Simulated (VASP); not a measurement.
Calculation: PBEsol GGA, VASP's PBE PAW potentials (set 64) (plane waves; VASP 6.6.1).

The input files of a VASP run:

**KPOINTS**
```
Automatic mesh
0
Gamma
5 5 5
0 0 0
```

POSCAR:
```
Be3ZnTe4
1
    5.7300952341     0.0000000000     0.0000000000
    0.0000000000     5.7300952341     0.0000000000
   -0.0000000000     0.0000000000     5.7300952341
Zn Te Be
1 4 3
Direct
  0.0000000000   1.0000000000   0.0000000000
  0.2601491350   0.2601491350   0.2601491350
  0.7398508650   0.7398508650   0.2601491350
  0.7398508650   0.2601491350   0.7398508650
  0.2601491350   0.7398508650   0.7398508650
  0.5000000000   0.5000000000   0.0000000000
  0.5000000000   1.0000000000   0.5000000000
  0.0000000000   0.5000000000   0.5000000000
```

### INCAR
```
SYSTEM = Be3ZnTe4
PREC = Accurate
ENCUT = 400
EDIFF = 1E-7
NELM = 100
ALGO = Normal
LREAL = .FALSE.
LASPH = .TRUE.
ISMEAR = -5
GGA = PS
LMAXMIX = 4
LWAVE = .FALSE.
LCHARG = .TRUE.
LORBIT = 11
NEDOS = 601
ISIF = 2
LEFG = .TRUE.
```

POTCAR, in this order: Zn Te Be (PBE.64 set). Program: vasp_std.

The resulting files:

File OUTCAR:
```
 ion  position               nearest neighbor table
   1  0.000  0.000  0.000-   2 2.58   3 2.58   4 2.58   5 2.58
   2  0.260  0.260  0.260-   6 2.45   7 2.45   8 2.45   1 2.58
   3  0.740  0.740  0.260-   6 2.45   7 2.45   8 2.45   1 2.58
   4  0.740  0.260  0.740-   6 2.45   7 2.45   8 2.45   1 2.58
   5  0.260  0.740  0.740-   6 2.45   7 2.45   8 2.45   1 2.58
   6  0.500  0.500  0.000-   2 2.45   3 2.45   4 2.45   5 2.45
   7  0.500  0.000  0.500-   2 2.45   3 2.45   4 2.45   5 2.45
   8  0.000  0.500  0.500-   2 2.45   3 2.45   4 2.45   5 2.45
  LATTYP: Found a simple cubic cell.
 ALAT       =     5.7300952341
 Subroutine PRICEL returns:
 Original cell was already a primitive cell.
 Subroutine GETGRP returns: Found 24 space group operations
The static configuration has the point symmetry T_d .
The dynamic configuration has the point symmetry T_d .
 Subroutine INISYM returns: Found 24 space group operations
 Subroutine IBZKPT returns following result:
 Found     10 irreducible k-points:

 Following reciprocal coordinates:
            Coordinates               Weight
  0.000000  0.000000  0.000000      1.000000
  0.200000  0.000000  0.000000      6.000000
  0.400000  0.000000  0.000000      6.000000
...
```

File OSZICAR:
```
       N       E                     dE             d eps       ncg     rms          rms(c)
DAV:   1     0.187921474546E+03    0.18792E+03   -0.14578E+04   520   0.117E+03
DAV:   2    -0.148473712201E+02   -0.20277E+03   -0.19868E+03   594   0.242E+02
DAV:   3    -0.307852218706E+02   -0.15938E+02   -0.15880E+02   676   0.758E+01
DAV:   4    -0.311039559012E+02   -0.31873E+00   -0.31856E+00   680   0.106E+01
DAV:   5    -0.311111206205E+02   -0.71647E-02   -0.71644E-02   714   0.156E+00    0.858E+00
DAV:   6    -0.305255856256E+02    0.58553E+00   -0.16306E+00   662   0.375E+01    0.579E+00
DAV:   7    -0.304342863651E+02    0.91299E-01   -0.85309E-01   666   0.561E+00    0.212E+00
DAV:   8    -0.304320183058E+02    0.22681E-02   -0.29487E-02   594   0.113E+00    0.620E-01
DAV:   9    -0.304319625762E+02    0.55730E-04   -0.58487E-03   630   0.977E-01    0.211E-01
DAV:  10    -0.304320462940E+02   -0.83718E-04   -0.27169E-03   698   0.646E-01    0.474E-02
DAV:  11    -0.304320264586E+02    0.19835E-04   -0.60012E-04   664   0.311E-01    0.375E-02
DAV:  12    -0.304320328109E+02   -0.63524E-05   -0.46881E-05   636   0.415E-02    0.194E-02
DAV:  13    -0.304320380285E+02   -0.52176E-05   -0.31841E-05   646   0.762E-02    0.476E-03
DAV:  14    -0.304320380705E+02   -0.41935E-07   -0.46906E-06   596   0.251E-02    0.297E-03
DAV:  15    -0.304320380834E+02   -0.12933E-07   -0.78410E-07   718   0.947E-03
   1 F= -.30432038E+02 E0= -.30432038E+02  d E =0.000000E+00
```

### OUTCAR
```
------------------------ aborting loop because EDIFF is reached ----------------------------------------
  FORCE on cell =-STRESS in cart. coord.  units (eV):
  Direction    XX          YY          ZZ          XY          YZ          ZX
  --------------------------------------------------------------------------------------
  Total       -0.0524610     -0.0524610     -0.0524610      0.0000000      0.0000000      0.0000000
  in kB       -0.4467474     -0.4467474     -0.4467474      0.0000000      0.0000000      0.0000000
  external PRESSURE =      -0.4467474 kB  Pullay stress =       0.0000000 kB
  volume of cell :      188.14
      direct lattice vectors                 reciprocal lattice vectors
     5.730095234  0.000000000  0.000000000     0.174517169  0.000000000  0.000000000
     0.000000000  5.730095234  0.000000000     0.000000000  0.174517169  0.000000000
     0.000000000  0.000000000  5.730095234     0.000000000  0.000000000  0.174517169
 POSITION                                       TOTAL-FORCE (eV/Angst)
 -----------------------------------------------------------------------------------
      0.00000      0.00000      0.00000         0.000000     -0.000000      0.000000
      1.49068      1.49068      1.49068        -0.004839     -0.004839     -0.004839
      4.23942      4.23942      1.49068         0.004839      0.004839     -0.004839
      4.23942      1.49068      4.23942         0.004839     -0.004839      0.004839
      1.49068      4.23942      4.23942        -0.004839      0.004839      0.004839
      2.86505      2.86505      0.00000         0.000000     -0.000000      0.000000
      2.86505      0.00000      2.86505         0.000000      0.000000      0.000000
      0.00000      2.86505      2.86505         0.000000      0.000000      0.000000
 -----------------------------------------------------------------------------------
    total drift:                               -0.000000     -0.000000      0.000000
  FREE ENERGIE OF THE ION-ELECTRON SYSTEM (eV)
  ---------------------------------------------------
  free  energy   TOTEN  =       -30.4320380834 eV

  energy  without entropy=      -30.4320380834  energy(sigma->0) =      -30.43203808

 total charge

# of ion       s       p       d       tot
------------------------------------------
    1        0.577   0.499   9.757  10.833
    2        1.336   2.122   0.033   3.491
    3        1.336   2.122   0.033   3.491
    4        1.336   2.122   0.033   3.491
    5        1.336   2.122   0.033   3.491
    6        0.367   0.554   0.000   0.921
    7        0.367   0.554   0.000   0.921
    8        0.367   0.554   0.000   0.921
--------------------------------------------------
tot          7.024  10.650   9.888  27.562

 Electric field gradients after diagonalization (V/A^2)
 (convention: |V_zz| > |V_xx| > |V_yy|)
----------------------------------------------------------------------
 ion       V_xx      V_yy      V_zz     asymmetry (V_yy - V_xx)/ V_zz
----------------------------------------------------------------------
   1      -0.000    -0.000    -0.000      -0.215
   2       8.165     8.165   -16.330       0.000
   3       8.165     8.165   -16.330       0.000
   4       8.165     8.165   -16.330       0.000
   5       8.165     8.165   -16.330       0.000
   6       0.383     0.383    -0.767       0.000
   7       0.383     0.383    -0.767       0.000
   8       0.383     0.383    -0.767       0.000
```
(Selected blocks of OUTCAR.)

The structure was generated: Be3ZnTe4 was put into an ordered model structure (P-43m), which need not be its known phase. It was relaxed first.
